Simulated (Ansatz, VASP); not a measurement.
# HfB2 in two plane-wave programs

One calculation is typed for both programs; each brings its own data sets. How far apart do they land? The cell is taken from a series of runs on this material, whose earlier steps may have relaxed, scaled, displaced or heated it; both programs get it as it stands.

Calculated with Ansatz 0.2.0; plane waves, with VASP 6.6.1 beside it; zone-centre phonons at LDA.

**1. Set-up**

The structure is hexagonal, space group P6/mmm (No. 191). The conventional cell has a = 3.159 Å, b = 3.159 Å, c = 3.501 Å, α = 90.00°, β = 90.00°, γ = 120.00°. B has 3 B at 1.82 Å and 6 Hf at 2.53 Å nearest. Nearest to Hf lie 12 B at 2.53 Å. Farther neighbours are not listed.

Structure file:

```cif
data_structure
_symmetry_space_group_name_H-M 'P6/mmm'
_symmetry_Int_Tables_number 191
_cell_length_a 3.1585
_cell_length_b 3.1585
_cell_length_c 3.5011
_cell_angle_alpha 90.000
_cell_angle_beta 90.000
_cell_angle_gamma 120.000
_cell_volume 30.25
loop_
_atom_site_label
_atom_site_type_symbol
_atom_site_symmetry_multiplicity
_atom_site_Wyckoff_symbol
_atom_site_fract_x
_atom_site_fract_y
_atom_site_fract_z
_atom_site_occupancy
B1 B 2 d 0.33333 0.66667 0.50000 1
Hf1 Hf 1 a 0.00000 0.00000 0.00000 1
```

**2. VASP: zone-centre phonons, LDA**

Second derivatives magnify differences that forces hide, and they need a tight electronic threshold.

Lines of VASP's logs that name or quote its potential files are left out, and so is its time.

INCAR

```
SYSTEM = HfB2
PREC = Accurate
ENCUT = 500
EDIFF = 1E-08
NELM = 120
ISMEAR = 1
SIGMA = 0.2
LREAL = .FALSE.
ALGO = Normal
GGA = PW92
NBANDS = 14
LASPH = .TRUE.
LORBIT = 11
LWAVE = .FALSE.
LCHARG = .FALSE.
ISIF = 2
IBRION = 8
GGA_COMPAT = .FALSE.
KPAR = 2
```

POSCAR

```
HfB2
1.0
    3.1585348588      0.0000000000      0.0000000000
   -1.5792674294      2.7353714264      0.0000000000
    0.0000000000      0.0000000000      3.5010913681
B Hf
2 1
Direct
    0.3333333333      0.6666666667      0.5000000000
    0.6666666667      0.3333333333      0.5000000000
    0.0000000000      0.0000000000      0.0000000000
```

KPOINTS

```
Automatic mesh
0
Gamma
15 15 12
0 0 0
```

The projector-augmented-wave data sets are B and Hf_pv (LDA family, release 64).

The run is started by

```bash
mpirun -np 2 vasp_std
```

Numbers of over 12 decimals in the logs are rounded to 6 here.

The log of the run:

```text
[banner, memory and clock lines left out]
running    2 mpi-ranks, on    1 nodes
 distrk:  each k-point on    1 cores,    2 groups
 distr:  one band on    1 cores,    1 groups

 POSCAR found type information on POSCAR B Hf
 POSCAR found :  2 types and       3 ions
|                                                                             |
|               ----> ADVICE to this user running VASP <----                  |
|                                                                             |
|     You enforced a specific xc type in the INCAR file but a different       |
|     [... a line on the potential file left out ...]
|     I HOPE YOU KNOW WHAT YOU ARE DOING!                                     |
|                                                                             |

 LDA part: xc-table for (Slater(with rela. corr.)+PW92), standard interpolation
 POSCAR, INCAR and KPOINTS ok, starting setup
 FFT: planning ... GRIDC
 FFT: planning ... GRID_SOFT
 FFT: planning ... GRID
 WAVECAR not read
 entering main loop
       N       E                     dE             d eps       ncg     rms          rms(c)
DAV:   1     0.244441139335E+02    0.24444E+02   -0.78868E+03  5292   0.104E+03
DAV:   2    -0.298316185305E+02   -0.54276E+02   -0.50832E+02  6926   0.221E+02
DAV:   3    -0.313242272179E+02   -0.14926E+01   -0.14841E+01  7152   0.276E+01
DAV:   4    -0.313315241148E+02   -0.72969E-02   -0.72959E-02  6048   0.232E+00
DAV:   5    -0.313315782084E+02   -0.54094E-04   -0.54091E-04  7128   0.170E-01    0.514E+01
DAV:   6    -0.289867992892E+02    0.23448E+01   -0.37900E+00  6426   0.130E+01    0.381E+01
DAV:   7    -0.289344766391E+02    0.52323E-01   -0.10581E+00  6780   0.706E+00    0.123E+01
DAV:   8    -0.288815389935E+02    0.52938E-01   -0.26630E-01  6366   0.372E+00    0.173E+00
DAV:   9    -0.288765752666E+02    0.49637E-02   -0.24543E-02  6252   0.120E+00    0.495E-01
DAV:  10    -0.288763021126E+02    0.27315E-03   -0.10518E-03  6558   0.268E-01    0.265E-01
DAV:  11    -0.288763084658E+02   -0.63532E-05   -0.75719E-05  6660   0.660E-02    0.108E-01
DAV:  12    -0.288763059976E+02    0.24682E-05   -0.45610E-06  6204   0.163E-02    0.166E-02
DAV:  13    -0.288763059862E+02    0.11363E-07   -0.35993E-07  6810   0.461E-03    0.268E-03
DAV:  14    -0.288763059787E+02    0.75711E-08   -0.29142E-08  6098   0.136E-03
   1 F= -.28876306E+02 E0= -.28876455E+02  d E =0.446384E-03
 Linear response reoptimize wavefunctions to high precision
DAV:   1    -0.288763059784E+02    0.25216E-09   -0.19963E-09  4322   0.385E-04
DAV:   2    -0.288763059784E+02   -0.38654E-11   -0.15027E-10  2880   0.114E-04
 Linear response DOF=           4
 Linear response progress:
  Degree of freedom:   1/  4
       N       E                     dE             d eps       ncg     rms          rms(c)
RMM:   1    -0.444307387062E-01   -0.44431E-01    0.26689E-02 53246   0.113E+00
RMM:   2    -0.433286919818E-01    0.11020E-02   -0.12592E-03 37941   0.200E-01    0.261E-01
RMM:   3    -0.432051974134E-01    0.12349E-03   -0.54147E-04 34002   0.114E-01    0.137E-01
RMM:   4    -0.437077490924E-01   -0.50255E-03   -0.52487E-04 34336   0.107E-01    0.184E-02
RMM:   5    -0.436717244106E-01    0.36025E-04   -0.16481E-05 37495   0.231E-02    0.592E-03
RMM:   6    -0.436689705431E-01    0.27539E-05   -0.41896E-07 40122   0.464E-03    0.191E-03
RMM:   7    -0.436643971282E-01    0.45734E-05   -0.44632E-08 39908   0.174E-03    0.103E-03
RMM:   8    -0.436656170776E-01   -0.12199E-05   -0.21565E-08 41989   0.412E-04    0.409E-04
RMM:   9    -0.436657890269E-01   -0.17195E-06   -0.92201E-09 42265   0.102E-04    0.167E-04
RMM:  10    -0.436658402594E-01   -0.51233E-07   -0.38797E-09 40122   0.485E-05    0.303E-05
RMM:  11    -0.436658849367E-01   -0.44677E-07   -0.12835E-10 42009   0.143E-05    0.146E-05
RMM:  12    -0.436658878033E-01   -0.28666E-08   -0.60279E-10 39936   0.518E-06    0.237E-05
 first order change of Fermi-energy   0.13462E-04
 force on displaced ion       1 direction 1 : -14.948  -0.001   0.000
 Linear response progress:
  Degree of freedom:   2/  4
       N       E                     dE             d eps       ncg     rms          rms(c)
RMM:   1    -0.449001944158E-01   -0.44900E-01    0.44536E-02 18407   0.126E+00
RMM:   2    -0.449984240421E-01   -0.98230E-04   -0.10394E-03 13557   0.191E-01    0.418E-01
RMM:   3    -0.448713636531E-01    0.12706E-03   -0.74657E-04 12248   0.135E-01    0.198E-01
RMM:   4    -0.452969874440E-01   -0.42562E-03   -0.39993E-04 13455   0.913E-02    0.274E-02
RMM:   5    -0.453276018275E-01   -0.30614E-04   -0.21689E-05 13500   0.283E-02    0.821E-03
RMM:   6    -0.453261086804E-01    0.14931E-05   -0.13935E-06 13873   0.682E-03    0.241E-03
RMM:   7    -0.453135581706E-01    0.12551E-04   -0.24311E-07 13094   0.247E-03    0.432E-04
RMM:   8    -0.453134409924E-01    0.11718E-06   -0.15972E-08 14636   0.570E-04    0.137E-04
RMM:   9    -0.453132937910E-01    0.14720E-06    0.70907E-09 14466   0.117E-04    0.107E-04
RMM:  10    -0.453133873995E-01   -0.93608E-07   -0.12867E-09 15424   0.323E-05    0.529E-05
RMM:  11    -0.453132941924E-01    0.93207E-07   -0.32495E-10 13381   0.297E-05    0.470E-06
RMM:  12    -0.453133083835E-01   -0.14191E-07    0.21349E-10 14813   0.675E-06    0.352E-06
RMM:  13    -0.453133034532E-01    0.49302E-08    0.47357E-10 12826   0.227E-06    0.510E-07
 first order change of Fermi-energy  -0.53506E-04
 force on displaced ion       1 direction 3 :   0.000   0.000  -9.021
 Linear response progress:
  Degree of freedom:   3/  4
       N       E                     dE             d eps       ncg     rms          rms(c)
RMM:   1    -0.203894471155E+00   -0.20389E+00    0.45952E+00 13836   0.123E+01
RMM:   2    -0.203330462887E+00    0.56401E-03   -0.32248E-02 19217   0.123E+00    0.519E-01
RMM:   3    -0.202755813917E+00    0.57465E-03   -0.11752E-03 25418   0.164E-01    0.212E-01
RMM:   4    -0.202349625262E+00    0.40619E-03   -0.78555E-05 26776   0.500E-02    0.145E-01
RMM:   5    -0.201916427655E+00    0.43320E-03   -0.28643E-05 26746   0.353E-02    0.129E-02
RMM:   6    -0.201900606048E+00    0.15822E-04   -0.20774E-06 25891   0.927E-03    0.364E-03
RMM:   7    -0.201920579431E+00   -0.19973E-04   -0.33915E-08 27546   0.289E-03    0.378E-03
RMM:   8    -0.201921217131E+00   -0.63770E-06   -0.51538E-08 27922   0.591E-04    0.937E-04
RMM:   9    -0.201920871143E+00    0.34599E-06   -0.43834E-07 28327   0.239E-04    0.314E-04
RMM:  10    -0.201921117641E+00   -0.24650E-06   -0.36622E-07 28352   0.773E-05    0.265E-05
RMM:  11    -0.201921110619E+00    0.70225E-08   -0.17433E-07 28153   0.281E-05    0.236E-05
RMM:  12    -0.201921119820E+00   -0.92012E-08   -0.86323E-08 26433   0.127E-05    0.957E-06
 first order change of Fermi-energy   0.54377E-04
 force on displaced ion       3 direction 1 : -12.632   0.000   0.000
 Linear response progress:
  Degree of freedom:   4/  4
       N       E                     dE             d eps       ncg     rms          rms(c)
RMM:   1    -0.226572003597E+00   -0.22657E+00    0.44117E+00  6028   0.125E+01
RMM:   2    -0.225930275208E+00    0.64173E-03   -0.37708E-02  8142   0.131E+00    0.797E-01
RMM:   3    -0.225558601533E+00    0.37167E-03   -0.20979E-03 10686   0.205E-01    0.390E-01
RMM:   4    -0.225221684797E+00    0.33692E-03   -0.20077E-04 10251   0.684E-02    0.169E-01
RMM:   5    -0.225002483152E+00    0.21920E-03   -0.26043E-05 10639   0.304E-02    0.265E-02
RMM:   6    -0.224949952097E+00    0.52531E-04   -0.22923E-06 10939   0.858E-03    0.632E-03
RMM:   7    -0.224964974102E+00   -0.15022E-04    0.11222E-05 11337   0.287E-03    0.509E-03
RMM:   8    -0.224963012170E+00    0.19619E-05    0.18680E-05 11834   0.802E-04    0.642E-04
RMM:   9    -0.224962538154E+00    0.47402E-06    0.10534E-05 11553   0.293E-04    0.157E-04
RMM:  10    -0.224962444407E+00    0.93747E-07    0.51495E-06 12203   0.114E-04    0.759E-05
RMM:  11    -0.224962334520E+00    0.10989E-06    0.23639E-06 11913   0.506E-05    0.500E-05
RMM:  12    -0.224962377984E+00   -0.43464E-07    0.10942E-06 11878   0.276E-05    0.166E-05
RMM:  13    -0.224962353178E+00    0.24806E-07    0.55352E-07 10893   0.134E-05    0.946E-06
RMM:  14    -0.224962339901E+00    0.13277E-07    0.25043E-07 10243   0.770E-06    0.148E-06
RMM:  15    -0.224962337288E+00    0.26130E-08    0.10881E-07  7064   0.425E-06    0.559E-07
RMM:  16    -0.224962335486E+00    0.18027E-08    0.45351E-08  6881   0.306E-06    0.655E-07
 first order change of Fermi-energy   0.15789E-04
 force on displaced ion       3 direction 3 :  -0.000   0.000 -13.333
 Linear response finished
```

From OUTCAR (step 2):

```text
ion  position               nearest neighbor table
   1  0.333  0.667  0.500-   2 1.82   2 1.82   2 1.82   3 2.53   3 2.53   3 2.53   3 2.53   3 2.53
                             3 2.53
   2  0.667  0.333  0.500-   1 1.82   1 1.82   1 1.82   3 2.53   3 2.53   3 2.53   3 2.53   3 2.53
                             3 2.53
   3  0.000  0.000  0.000-   1 2.53   2 2.53   1 2.53   2 2.53   1 2.53   1 2.53   2 2.53   2 2.53
                             2 2.53   2 2.53   1 2.53   1 2.53

  LATTYP: Found a hexagonal cell.
 ALAT       =     3.1585348588
 C/A-ratio  =     1.1084542437

 Subroutine GETGRP returns: Found 24 space group operations
 (whereof 24 operations were pure point group operations)

The static configuration has the point symmetry D_6h.

 Found    189 irreducible k-points:

   k-points           NKPTS =    189   k-points in BZ     NKDIM =    189   number of bands    NBANDS=     14

   dimension x,y,z NGX =    24 NGY =   24 NGZ =   28
   dimension x,y,z NGXF=    48 NGYF=   48 NGZF=   56

   ENCUT  =  500.0 eV  36.75 Ry    6.06 a.u.   5.76  5.76  6.38*2*pi/ulx,y,z

   NELECT =      16.0000    total number of electrons

 k-points in reciprocal lattice and weights: Automatic mesh
   0.00000000  0.00000000  0.00000000       0.000
   0.06666667  0.00000000  0.00000000       0.002
   0.13333333  0.00000000  0.00000000       0.002
   0.20000000  0.00000000  0.00000000       0.002
   0.26666667  0.00000000  0.00000000       0.002
   0.33333333  0.00000000  0.00000000       0.002
   0.40000000  0.00000000  0.00000000       0.002
   0.46666667  0.00000000  0.00000000       0.002
   0.06666667  0.06666667  0.00000000       0.002
[...]
0.33333333  0.26666667  0.50000000       0.004
   0.33333333  0.33333333  0.50000000       0.001

 average (electrostatic) potential at core
       1 -30.3998       2 -30.3998       3 -34.8324

  Total       -2.6840187     -2.6840187     -2.6185591      0.0000000     -0.0000000      0.0000000
  in kB     -142.1643458   -142.1643458   -138.6971510      0.0000000     -0.0000000      0.0000000
  external PRESSURE =    -141.0086142 kB  Pullay stress =       0.0000000 kB

  energy-cutoff  :      500.00
  volume of cell :       30.25
      direct lattice vectors                 reciprocal lattice vectors
     3.158534859  0.000000000  0.000000000     0.316602490  0.182790533  0.000000000
    -1.579267429  2.735371426  0.000000000     0.000000000  0.365581065  0.000000000
     0.000000000  0.000000000  3.501091368     0.000000000  0.000000000  0.285625222

 POSITION                                       TOTAL-FORCE (eV/Angst)
 -----------------------------------------------------------------------------------
     -0.00000      1.82358      1.75055        -0.000000      0.000000      0.000000
      1.57927      0.91179      1.75055         0.000000     -0.000000      0.000000
      0.00000      0.00000      0.00000         0.000000      0.000000      0.000000
 -----------------------------------------------------------------------------------
    total drift:                               -0.000000      0.000000      0.000000

 Eigenvectors and eigenvalues of the dynamical matrix
 ----------------------------------------------------

   1 f  =   23.087073 THz   145.060356 2PiTHz  770.101854 cm-1    95.480418 meV
             X         Y         Z           dx          dy          dz
     -0.000000  1.823581  1.750546    -0.707107    0.000000    0.000000
      1.579267  0.911790  1.750546     0.707107   -0.000000   -0.000000
      0.000000  0.000000  0.000000     0.000000   -0.000000    0.000000

   2 f  =   23.087073 THz   145.060356 2PiTHz  770.101854 cm-1    95.480418 meV
             X         Y         Z           dx          dy          dz
     -0.000000  1.823581  1.750546     0.000000    0.707107   -0.000000
      1.579267  0.911790  1.750546    -0.000000   -0.707107    0.000000
      0.000000  0.000000  0.000000    -0.000000    0.000000    0.000000

   3 f  =   16.032104 THz   100.732682 2PiTHz  534.773434 cm-1    66.303426 meV
             X         Y         Z           dx          dy          dz
     -0.000000  1.823581  1.750546    -0.000000   -0.000000   -0.707107
      1.579267  0.911790  1.750546     0.000000    0.000000    0.707107
      0.000000  0.000000  0.000000    -0.000000   -0.000000    0.000000

   4 f  =   13.004251 THz    81.708121 2PiTHz  433.775134 cm-1    53.781238 meV
             X         Y         Z           dx          dy          dz
     -0.000000  1.823581  1.750546     0.000000    0.000000    0.667849
      1.579267  0.911790  1.750546     0.000000    0.000000    0.667849
      0.000000  0.000000  0.000000    -0.000000   -0.000000   -0.328566

   5 f  =   12.654463 THz    79.510337 2PiTHz  422.107453 cm-1    52.334631 meV
             X         Y         Z           dx          dy          dz
     -0.000000  1.823581  1.750546     0.667829   -0.000000    0.000000
      1.579267  0.911790  1.750546     0.667829    0.000000   -0.000000
      0.000000  0.000000  0.000000    -0.328648   -0.000000    0.000000

   6 f  =   12.654463 THz    79.510337 2PiTHz  422.107453 cm-1    52.334631 meV
             X         Y         Z           dx          dy          dz
     -0.000000  1.823581  1.750546     0.000000    0.667829   -0.000000
      1.579267  0.911790  1.750546     0.000000    0.667829   -0.000000
      0.000000  0.000000  0.000000    -0.000000   -0.328648    0.000000

   7 f/i=    0.000817 THz     0.005136 2PiTHz    0.027267 cm-1     0.003381 meV
             X         Y         Z           dx          dy          dz
     -0.000000  1.823581  1.750546    -0.000000    0.232389   -0.000000
      1.579267  0.911790  1.750546    -0.000000    0.232389   -0.000000
      0.000000  0.000000  0.000000    -0.000000    0.944453   -0.000000

   8 f/i=    0.000817 THz     0.005136 2PiTHz    0.027267 cm-1     0.003381 meV
             X         Y         Z           dx          dy          dz
     -0.000000  1.823581  1.750546    -0.232389   -0.000000    0.000000
      1.579267  0.911790  1.750546    -0.232389    0.000000   -0.000000
      0.000000  0.000000  0.000000    -0.944453   -0.000000    0.000000

   9 f/i=    0.001960 THz     0.012314 2PiTHz    0.065374 cm-1     0.008105 meV
             X         Y         Z           dx          dy          dz
     -0.000000  1.823581  1.750546    -0.000000    0.000000    0.232332
      1.579267  0.911790  1.750546    -0.000000    0.000000    0.232332
      0.000000  0.000000  0.000000    -0.000000    0.000000    0.944481

 ELASTIC MODULI CONTR FROM IONIC RELAXATION (kBar)
 Direction    XX          YY          ZZ          XY          YZ          ZX
 --------------------------------------------------------------------------------
 XX          -8.4470      8.4470      0.0000      0.0000     -0.0000      0.0000
 YY           8.4470     -8.4470     -0.0000     -0.0000      0.0000      0.0000
 ZZ           0.0000     -0.0000     -0.0000     -0.0000      0.0000      0.0000
 XY           0.0000     -0.0000     -0.0000     -8.4470      0.0000      0.0000
 YZ          -0.0000      0.0000      0.0000      0.0000     -0.0000      0.0000
 ZX           0.0000      0.0000      0.0000      0.0000      0.0000      0.0000
 --------------------------------------------------------------------------------
```

(Part 1 of 2 ends here.)

[Lines on the potential files, build, host, timing and source positions are cut from VASP's logs without a mark.]

[Logs are printed without paths, hosts, clocks, repeated set-up lines and the standing remarks that a program may print on its own settings, such as how far it seeks lower states.]

[Hosts, paths, dates, database ids (printed as entryN), source tags and the programs' standing remarks are cut or masked in the printed files.]
